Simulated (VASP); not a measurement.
Wanted: the native input for a VASP 6.6.1 run.

| Item | Value |
| --- | --- |
| Task | band structure |
| Functional | r2SCAN |
| Potentials or basis | VASP PAW PBE potentials, release 64 (Sr_sv, Ti_sv, O) |
| Cutoff | 520 eV |
| k mesh | 8 × 8 × 8 |
| Occupations | gaussian, width 0.03 eV |
| Spin | no spin polarisation |
| Further INCAR settings | ALGO = Normal; EDIFF = 1e-06; NBANDS = 28 |

The structure of SrTiO3 lies in POSCAR:

```
SrTiO3                                  
1.0
    3.8947475962      0.0000000000      0.0000000000
    0.0000000000      3.8947475962      0.0000000000
    0.0000000000      0.0000000000      3.8947475962
  Sr              Ti              O             
     1     1     3
Direct
     0.5000000000000000    0.5000000000000000    0.5000000000000000
     0.0000000000000000    0.0000000000000000    0.0000000000000000
     0.5000000000000000    0.0000000000000000    0.0000000000000000
     0.0000000000000000    0.5000000000000000    0.0000000000000000
     0.0000000000000000    0.0000000000000000    0.5000000000000000
```

These files were run (other wordings do the same):

INCAR

```
SYSTEM = SrTiO3
  PREC = Accurate
  ENCUT = 520
  EDIFF = 1E-6
  ISMEAR = 0
  SIGMA = 0.03
  LREAL = .FALSE.
  LASPH = .TRUE.
  NELM = 80
  ALGO = Normal
  ISIF = 2
  LWAVE = .FALSE.
  LCHARG = .FALSE.
  LMAXMIX = 4
  METAGGA = R2SCAN
  LMIXTAU = .TRUE.
  NBANDS = 28
```

KPOINTS

```
regular mesh
0
G
  8 8 8
  0 0 0
```

KPOINTS_OPT

```
explicit points
64
Reciprocal
 0.0000000000  0.0000000000  0.0000000000 1
 0.0000000000  0.0555555556  0.0000000000 1
 0.0000000000  0.1111111111  0.0000000000 1
 0.0000000000  0.1666666667  0.0000000000 1
 0.0000000000  0.2222222222  0.0000000000 1
 0.0000000000  0.2777777778  0.0000000000 1
 0.0000000000  0.3333333333  0.0000000000 1
 0.0000000000  0.3888888889  0.0000000000 1
 0.0000000000  0.4444444444  0.0000000000 1
 0.0000000000  0.5000000000  0.0000000000 1
 0.0000000000  0.5000000000  0.0000000000 1
 0.0555555556  0.5000000000  0.0000000000 1
 0.1111111111  0.5000000000  0.0000000000 1
 0.1666666667  0.5000000000  0.0000000000 1
 0.2222222222  0.5000000000  0.0000000000 1
 0.2777777778  0.5000000000  0.0000000000 1
 0.3333333333  0.5000000000  0.0000000000 1
 0.3888888889  0.5000000000  0.0000000000 1
 0.4444444444  0.5000000000  0.0000000000 1
 0.5000000000  0.5000000000  0.0000000000 1
 0.5000000000  0.5000000000  0.0000000000 1
 0.4444444444  0.4444444444  0.0000000000 1
 0.3888888889  0.3888888889  0.0000000000 1
 0.3333333333  0.3333333333  0.0000000000 1
 0.2777777778  0.2777777778  0.0000000000 1
 0.2222222222  0.2222222222  0.0000000000 1
 0.1666666667  0.1666666667  0.0000000000 1
 0.1111111111  0.1111111111  0.0000000000 1
 0.0555555556  0.0555555556  0.0000000000 1
 0.0000000000  0.0000000000  0.0000000000 1
 0.0000000000  0.0000000000  0.0000000000 1
 0.0555555556  0.0555555556  0.0555555556 1
 0.1111111111  0.1111111111  0.1111111111 1
 0.1666666667  0.1666666667  0.1666666667 1
 0.2222222222  0.2222222222  0.2222222222 1
 0.2777777778  0.2777777778  0.2777777778 1
 0.3333333333  0.3333333333  0.3333333333 1
 0.3888888889  0.3888888889  0.3888888889 1
 0.4444444444  0.4444444444  0.4444444444 1
 0.5000000000  0.5000000000  0.5000000000 1
 0.5000000000  0.5000000000  0.5000000000 1
 0.4444444444  0.5000000000  0.4444444444 1
 0.3888888889  0.5000000000  0.3888888889 1
 0.3333333333  0.5000000000  0.3333333333 1
 0.2777777778  0.5000000000  0.2777777778 1
 0.2222222222  0.5000000000  0.2222222222 1
 0.1666666667  0.5000000000  0.1666666667 1
 0.1111111111  0.5000000000  0.1111111111 1
 0.0555555556  0.5000000000  0.0555555556 1
 0.0000000000  0.5000000000  0.0000000000 1
 0.5000000000  0.5000000000  0.0000000000 1
 0.5000000000  0.5000000000  0.0555555556 1
 0.5000000000  0.5000000000  0.1111111111 1
 0.5000000000  0.5000000000  0.1666666667 1
 0.5000000000  0.5000000000  0.2222222222 1
 0.5000000000  0.5000000000  0.2777777778 1
 0.5000000000  0.5000000000  0.3333333333 1
 0.5000000000  0.5000000000  0.3888888889 1
 0.5000000000  0.5000000000  0.4444444444 1
 0.5000000000  0.5000000000  0.5000000000 1
 0.0000000000  0.0000000000  0.0000000000 1
 0.5000000000  0.5000000000  0.0000000000 1
 0.5000000000  0.5000000000  0.5000000000 1
 0.0000000000  0.5000000000  0.0000000000 1
```

Potentials or basis: VASP PAW PBE potentials, release 64 (Sr_sv, Ti_sv, O).

Launch:

```console
$ cat potpaw_PBE.64/Sr_sv/POTCAR potpaw_PBE.64/Ti_sv/POTCAR potpaw_PBE.64/O/POTCAR > POTCAR
$ mpirun -np 1 vasp_std > vasp.out
```

It gave:

The pressure is 2.8 GPa, the band gap on the k mesh is 2.29 eV, indirect (least direct gap 2.67 eV) and the band gap along the path is 2.29 eV, indirect (least direct gap 2.67 eV).

Caveat: the PAW data sets were made with another functional, which shifts forces and pressure a little.

Run time: 4.4 min on 1 thread of Intel(R) Xeon(R) Platinum 8488C (Sapphire Rapids), with other jobs on the host, peak memory 0.22 GiB.
